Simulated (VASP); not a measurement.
Given:

```
DyHo3
1.0
    4.89445     0.00000     0.00000
    0.00000     4.89445     0.00000
    0.00000     0.00000     4.89445
Dy Ho
1 3
Direct
  0.00000   0.00000   0.00000
  0.00000   0.50000   0.50000
  0.50000   0.00000   0.50000
  0.50000   0.50000   0.00000
```

These are PBEsol GGA, VASP's PBE PAW potentials (set 64) (plane waves; VASP) values and carry that method's errors. Settings: 400 eV cut-off, Gaussian smearing of 0.050 eV, potentials Dy_3 Ho_3.

The 4f electrons are frozen in the core of the lanthanide potential, so 4f levels, which can set the real gap, and their magnetism are missing.

Problem. Estimate the band gap (along the path) with the smallest direct gap where there is one.

Solution. 
- band gap (along the path) = none (metal, semimetal or under 0.01 eV)

Only differences to runs with the same potentials and settings are physical.

The structure comes from a computed database's DyHo3 entry (Pm-3m); how it stands against other phases isn't given here. It was relaxed first, which changed the volume by -6 %.
